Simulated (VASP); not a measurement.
Given:

```xyz
5
Lattice="-1.9005 1.9005 4.7061 1.9005 -1.9005 4.7061 1.9005 1.9005 -4.7061" Properties=species:S:1:pos:R:3 pbc="T T T"
Ca     1.9005     1.9005     4.7061
Co     1.9005     0.0000     2.3531
Co     0.0000     1.9005     2.3531
P      0.0000     0.0000     5.9288
P      1.9005     1.9005    -1.2226
```

Method: PBEsol GGA, VASP's PBE PAW potentials (set 64) (plane waves; VASP). Settings: 400 eV cut-off, Gaussian smearing of 0.050 eV, potentials Ca_sv Co P.

The run has a spin-polarised start.

**Question.** Give the spin-up energies of bands 10 to 23 at the high-symmetry points, in eV from the Fermi level.

**Answer.** 
```json
[
 {"band": "10", "Γ": "-3.73", "X": "-4.42", "P": "-4.03", "N": "-4.26", "M": "-3.97", "S": "-4.57", "R": "-4.48"},
 {"band": "11", "Γ": "-3.72", "X": "-3.60", "P": "-4.03", "N": "-4.03", "M": "-3.97", "S": "-4.13", "R": "-3.64"},
 {"band": "12", "Γ": "-3.48", "X": "-3.09", "P": "-3.31", "N": "-3.28", "M": "-3.70", "S": "-3.02", "R": "-3.02"},
 {"band": "13", "Γ": "-3.48", "X": "-2.83", "P": "-2.66", "N": "-2.60", "M": "-3.50", "S": "-2.85", "R": "-2.84"},
 {"band": "14", "Γ": "-1.71", "X": "-2.78", "P": "-2.63", "N": "-2.44", "M": "-2.40", "S": "-2.35", "R": "-2.77"},
 {"band": "15", "Γ": "-1.71", "X": "-2.49", "P": "-2.63", "N": "-2.22", "M": "-1.23", "S": "-2.18", "R": "-2.55"},
 {"band": "16", "Γ": "-1.25", "X": "-1.71", "P": "-1.56", "N": "-2.20", "M": "-0.93", "S": "-2.06", "R": "-1.75"},
 {"band": "17", "Γ": "-1.06", "X": "-1.50", "P": "-1.56", "N": "-1.85", "M": "-0.93", "S": "-2.02", "R": "-1.53"},
 {"band": "18", "Γ": "-1.06", "X": "-1.48", "P": "-1.49", "N": "-1.27", "M": "-0.76", "S": "-0.24", "R": "-1.51"},
 {"band": "19", "Γ": "-0.76", "X": "-1.35", "P": "-1.49", "N": "-0.13", "M": "-0.31", "S": "-0.23", "R": "-0.89"},
 {"band": "20", "Γ": "0.43", "X": "-0.43", "P": "-0.34", "N": "0.86", "M": "1.39", "S": "-0.15", "R": "-0.43"},
 {"band": "21", "Γ": "1.20", "X": "-0.29", "P": "-0.34", "N": "1.46", "M": "1.81", "S": "1.97", "R": "-0.21"},
 {"band": "22", "Γ": "1.20", "X": "1.03", "P": "0.92", "N": "1.68", "M": "2.85", "S": "2.76", "R": "1.14"},
 {"band": "23", "Γ": "4.07", "X": "4.45", "P": "5.31", "N": "3.52", "M": "2.85", "S": "3.00", "R": "4.36"}
]
```

**Question.** Give the spin-down energies of bands 10 to 23 at the high-symmetry points, in eV from the Fermi level.

**Answer.** 
| band | Γ | X | P | N | M | S | R |
|---|---|---|---|---|---|---|---|
| 10 | -3.59 | -4.35 | -3.94 | -4.14 | -3.89 | -4.39 | -4.41 |
| 11 | -3.40 | -3.49 | -3.94 | -3.74 | -3.89 | -3.83 | -3.52 |
| 12 | -3.40 | -2.84 | -3.14 | -3.05 | -3.19 | -2.74 | -2.77 |
| 13 | -3.03 | -2.56 | -2.39 | -2.04 | -2.99 | -2.30 | -2.60 |
| 14 | -1.31 | -2.34 | -2.15 | -1.88 | -2.10 | -2.04 | -2.28 |
| 15 | -1.25 | -1.98 | -2.15 | -1.87 | -0.90 | -1.68 | -2.05 |
| 16 | -0.93 | -1.46 | -1.32 | -1.86 | -0.59 | -1.65 | -1.43 |
| 17 | -0.75 | -1.16 | -1.32 | -1.41 | -0.59 | -1.59 | -1.29 |
| 18 | -0.75 | -1.11 | -1.10 | -0.96 | -0.27 | -0.01 | -1.12 |
| 19 | 0.20 | -1.08 | -1.10 | 0.24 | 0.20 | 0.07 | -0.63 |
| 20 | 0.44 | 0.31 | 0.41 | 1.06 | 1.65 | 0.27 | 0.31 |
| 21 | 1.44 | 0.47 | 0.41 | 1.67 | 2.02 | 2.29 | 0.46 |
| 22 | 1.44 | 1.16 | 1.08 | 2.06 | 3.07 | 2.85 | 1.32 |
| 23 | 4.12 | 4.65 | 5.41 | 3.65 | 3.07 | 3.19 | 4.54 |

It has no gap at this level: it comes out as a metal or semimetal.

The structure comes from a computed database's CaCo2P2 entry (I4/mmm); how it stands against other phases isn't given here. It was relaxed first.
